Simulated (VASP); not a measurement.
Calculation: PBE GGA, VASP's PBE PAW potentials (set 64) (plane waves; VASP 6.6.1).

A VASP calculation is set up with these files.

### KPOINTS
```
Automatic mesh
0
Gamma
5 5 5
```

**INCAR**
```
SYSTEM = RuSi
PREC = Accurate
ENCUT = 500
EDIFF = 1E-6
NELM = 100
ALGO = Normal
LREAL = .FALSE.
LASPH = .TRUE.
ISMEAR = 0
SIGMA = 0.05
GGA = PE
LMAXMIX = 4
LWAVE = .FALSE.
LCHARG = .FALSE.
IBRION = 2
ISIF = 3
NSW = 40
EDIFFG = -0.02
PSTRESS = 100
```

File POSCAR:
```
RuSi
1.0
  4.7003214418   0.0000000000   0.0000000000
  0.0000000000   4.7003214418   0.0000000000
  0.0000000000   0.0000000000   4.7003214418
Si Ru
4 4
Cartesian
  0.7587105213   1.5914501996   3.1088712422
  3.1088712422   0.7587105213   1.5914501996
  3.9416109205   3.9416109205   3.9416109205
  1.5914501996   3.1088712422   0.7587105213
  4.0830912718   2.9673908909   1.7329305509
  1.7329305509   4.0830912718   2.9673908909
  0.6172301700   0.6172301700   0.6172301700
  2.9673908909   1.7329305509   4.0830912718
```

POTCAR, in this order: Si Ru_pv (PBE.64 set). Program: vasp_std.

Energy and stress use the plane-wave basis of the starting cell.

**Question.** Estimate the energy per atom (σ→0), volume per atom.

**Answer.** 
```yaml
energy per atom (σ→0): -7.944 eV/atom
volume_per_atom: 12.71 Å^3/atom
```

**OSZICAR**
```
...
DAV:   2    -0.635487120685E+02   -0.12364E-01   -0.15475E-01   952   0.271E+00    0.151E-01
DAV:   3    -0.635487193983E+02   -0.73299E-05   -0.21162E-03  1225   0.266E-01    0.935E-02
DAV:   4    -0.635486541860E+02    0.65212E-04   -0.46518E-04  1016   0.933E-02    0.271E-02
DAV:   5    -0.635486494866E+02    0.46994E-05   -0.61252E-05  1027   0.462E-02    0.227E-02
DAV:   6    -0.635486505878E+02   -0.11012E-05   -0.57668E-06   971   0.156E-02    0.108E-02
DAV:   7    -0.635486524568E+02   -0.18691E-05   -0.94865E-07   557   0.561E-03    0.745E-04
DAV:   8    -0.635486523941E+02    0.62735E-07   -0.19394E-07   539   0.224E-03
   6 F= -.57200773E+02 E0= -.57200771E+02  d E =-.390365E-02
```

The compound is RuSi in the B20 structure. This run relaxes it under an external pressure of 10 GPa. Symmetry was kept, so distortions that lower it aren't found.
